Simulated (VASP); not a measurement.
Energy against volume of SnTe (rock salt). Level of theory: r2SCAN meta-GGA, VASP's PBE PAW potentials (set 64) (plane waves; VASP).

| V (Å³/atom) | E (eV/atom) |
|---|---|
| 30.360 | -25.32649 |
| 31.329 | -25.34040 |
| 32.298 | -25.34489 |
| 33.267 | -25.34135 |
| 34.235 | -25.33100 |

**Question.** Fit a third-order Birch-Murnaghan equation of state.

**Answer.** 
| Item | Result |
|---|---|
| volume per atom | 32.33 Å^3/atom |
| bulk modulus | 43.9 GPa |
| pressure derivative of the bulk modulus | 4.36 |
| lattice constant a | 12.040 bohr |

Measured: bulk modulus 37.8 GPa (computed value off by +16.1 %), as given by Cormac Toher et al., Physical Review Materials (2017), arXiv:1611.05714; a 6.316 Å (computed value off by +0.9 %), as given by Ayanesh Maiti et al., Applied Physics Letters (2022), arXiv:2109.01420. The calculation is for a static lattice, while the measured bulk modulus, a hold thermal and zero-point effects, which are part of the difference.

The compound is SnTe in the rock salt structure, which distorts at low temperature. It was relaxed first.
